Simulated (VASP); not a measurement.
```
CELL_PARAMETERS angstrom
      4.07483    -2.22549    -0.00396
      4.07483     2.22549    -0.00396
      2.86292     0.00000     3.65524
ATOMIC_POSITIONS crystal
  Sb 0.23309 0.23309 0.23309
  Sb 0.76691 0.76691 0.76691
```

Method: TPSS meta-GGA, VASP's PBE PAW potentials (set 64) (plane waves; VASP 6.6.1). Numerical set-up: 520 eV cut-off, 7×7×7 Γ-centred mesh, Gaussian smearing of 0.050 eV, potentials Sb.

Question: The ions and cell shape at fixed volume are relaxed. What does this cell relax into?

Answer: 
```
CELL_PARAMETERS angstrom
      4.14351    -2.20380     0.03198
      4.14351     2.20380     0.03198
      2.94341     0.00000     3.65551
ATOMIC_POSITIONS crystal
  Sb 0.23028 0.23028 0.23028
  Sb 0.76972 0.76972 0.76972
```
Space group R-3m (166), at a tolerance of 0.03 Å.

Question: How much energy does the relaxation gain?

Answer: The energy (σ→0) changes by -5.5 meV/atom, in 6 ionic steps.

The compound is Sb in the a7 structure. This cell is one point of a volume scan, at 1.06 of the reference volume. Symmetry was kept, so distortions that lower it aren't found.
